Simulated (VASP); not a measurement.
An input for Ansatz (written as the equivalent of a VASP run, and not itself run):

Ansatz 0.2 input:
```yaml
crystal:
  lattice:
    - [1.4750000, -2.5547750, 0.0000000]
    - [1.4750000, 2.5547750, 0.0000000]
    - [0.0000000, 0.0000000, 4.6800000]
  atoms:
    - { symbol: Ti, position: [0.3333330, 0.6666670, 0.2500000] }
    - { symbol: Ti, position: [0.6666670, 0.3333330, 0.7500000] }
kpoints:
  mp_grid: { grid: [13, 13, 7] }
hamiltonian:
  xc: pbe
  pseudopotentials: { kind: paw }
scf:
  occupations: { method: fermi_dirac, width: 0.1 }
  max_iter: 100
output: { forces: true, stress: true, eigenvalues: true }
```

Task: Translate this input to VASP (INCAR, KPOINTS, POSCAR, choice of POTCAR).

Result: This is not unique; one that fits is 
POSCAR:
```
Ti
1.0
  1.4750000000  -2.5547750000   0.0000000000
  1.4750000000   2.5547750000   0.0000000000
  0.0000000000   0.0000000000   4.6800000000
Ti
2
Direct
  0.3333330000   0.6666670000   0.2500000000
  0.6666670000   0.3333330000   0.7500000000
```

INCAR:
```
SYSTEM=Ti
PREC=Accurate; ENCUT=300; LREAL=F
LASPH=T
EDIFF=1E-6; NELM=100; ALGO=Normal
LMAXMIX=4
ISMEAR=-1; SIGMA=0.1
GGA=PE
ISIF=2
LWAVE=F; LCHARG=F
```

**KPOINTS**
```
Automatic mesh
0
Gamma
13 13 7
0 0 0
```

POTCAR, in this order: Ti_sv (PBE.64 set). Program: vasp_std.

The two are equivalent in intent, not identical: each code has its own PAW files, so the cut-off isn't converted (ENCUT is set for VASP's; basis.ecutwfc is left out, and Ansatz then takes the one that its files recommend); Ansatz stops its SCF on the density residual and VASP on the energy change (EDIFF).

The structure is a typed Ti crystal (P6_3/mmc). The cell was not relaxed at this level.
